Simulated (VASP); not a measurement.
VASP input:

KPOINTS:
```
Automatic mesh
0
Gamma
8 8 8
0 0 0
```

### INCAR
```
ALGO = Normal
SIGMA = 0.1
ISMEAR = 1   # Methfessel-Paxton
PREC = Accurate
LCHARG = .FALSE.
EDIFF = 1E-7   # SCF stop (eV)
LWAVE = .FALSE.
ISIF = 2   # forces and stress, cell fixed
NELM = 100   # most electronic steps
LASPH = .TRUE.
LMAXMIX = 4   # l cut-off of mixed one-centre charges
SYSTEM = SrVO3
IVDW = 11   # D3, zero damping
ENCUT = 520
LREAL = .FALSE.   # projection in real space or not
GGA = PE   # PBE
```

### POSCAR
```
SrVO3
1
    3.9185396042     0.0000000000     0.0000000000
    0.0000000000     3.9185396042     0.0000000000
    0.0000000000     0.0000000000     3.9185396042
Sr V O
1 1 3
Direct
  0.0000000000   0.0000000000   0.0000000000
  0.5000000000   0.5000000000   0.5000000000
  0.5000000000   0.0000000000   0.5000000000
  0.0000000000   0.5000000000   0.5000000000
  0.5000000000   0.5000000000   0.0000000000
```

POTCAR, in this order: Sr_sv V_sv O (PBE.64 set). Program: vasp_std.

**Question.** Write an equivalent input for Quantum ESPRESSO's pw.x.

**Answer.** One equivalent input (not run):
```
&CONTROL
  calculation = 'scf'
  pseudo_dir = './pseudo'
  outdir = './out'
  tprnfor = .true.
  tstress = .true.
/
&SYSTEM
  ibrav = 0
  nat = 5
  ntyp = 3
  ecutwfc = 84
  occupations = 'smearing'
  smearing = 'methfessel-paxton'
  degauss = 0.00735
  input_dft = 'pbe'
  vdw_corr = 'grimme-d3'
  dftd3_version = 3
  dftd3_threebody = .false.
/
&ELECTRONS
  conv_thr = 7.3e-09
  electron_maxstep = 100
/
ATOMIC_SPECIES
  Sr 87.620 Sr.upf
  V 50.941 V.upf
  O 15.999 O.upf
CELL_PARAMETERS angstrom
     3.9185396    0.0000000    0.0000000
     0.0000000    3.9185396    0.0000000
     0.0000000    0.0000000    3.9185396
ATOMIC_POSITIONS crystal
  Sr   0.0000000  0.0000000  0.0000000
  V    0.5000000  0.5000000  0.5000000
  O    0.5000000  0.0000000  0.5000000
  O    0.0000000  0.5000000  0.5000000
  O    0.5000000  0.5000000  0.0000000
K_POINTS automatic
  8 8 8 0 0 0
```
What does not carry over: the potentials are each code's own (VASP's PAW set, PseudoDojo norm-conserving files in pw.x), so ENCUT and ecutwfc are chosen apart and not converted; conv_thr bounds pw.x's estimated SCF error, while EDIFF bounds the energy change between steps.

The compound is SrVO3 in the cubic perovskite structure. This cell is one point of a volume scan, at 1.06 of the reference volume.
